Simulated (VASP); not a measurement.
VASP runs on LaGe$_{2}$ (space group I4/mmm) share one base input (PBE GGA, plane waves, VASP's PBE PAW potentials (set 64)) and change the settings named in each case.

POSCAR:
```
LaGe2
1
   -1.9003300000     1.9003300000     4.6511390000
    1.9003300000    -1.9003300000     4.6511390000
    1.9003300000     1.9003300000    -4.6511390000
La Ge
1 2
Direct
  0.0000000000   0.0000000000   0.0000000000
  0.3353000000   0.3353000000   0.0000000000
  0.6647000000   0.6647000000   0.0000000000
```

**INCAR**
```
SIGMA  =  0.05
LWAVE  =  F
GGA  =  PE   ! PBE
ISMEAR  =  -1
LCHARG  =  F
PREC  =  Accurate
EDIFF  =  1E-6
LASPH  =  T   ! aspherical one-centre terms
LREAL  =  F
LMAXMIX  =  6
ISIF  =  2   ! forces and stress, cell fixed
ENCUT  =  300   ! plane-wave cut-off (eV)
NELM  =  100
SYSTEM  =  LaGe2
ALGO  =  Normal   ! blocked Davidson
```

**KPOINTS**
```
kpoints
0
G
 7 7 7
```

POTCAR, in this order: La Ge_d (PBE.64 set). Program: vasp_std.

```tsv
change	E(σ→0) (eV/atom)	pressure (GPa)	largest force (eV/Å)	−TS (eV)
base run	-4.7622	5.92	0.902	-0.0249
GGA removed, POTCAR La Ge_d (LDA.64 set)	-5.5144	0.46	0.829	-0.0250
GGA_COMPAT = .FALSE., LNONCOLLINEAR = .TRUE., LSORBIT = .TRUE., MAGMOM = 0.0 0.0 0.0 0.0 0.0 0.0 0.0 0.0 0.0, program vasp_ncl	-4.8691	5.82	0.886	-0.0249
KPOINTS 4×4×4 Γ-centred mesh	-4.7718	5.43	0.711	-0.0154
```
 Energies of different potentials or functionals have different zeros.  At 300 eV the pressure can carry a Pulay error.

Left out are runs that ran out of time, are held back, or changed the cell or the kind of run, fixed moments of cells without a moment, rows past the twelfth, gaps on odd meshes, pressures of charged cells and columns that move by less than the noise.

The structure was generated: LaGe2 was put into an ordered model structure, which need not be its known phase. The cell was not relaxed at this level, forces remain on its atoms.
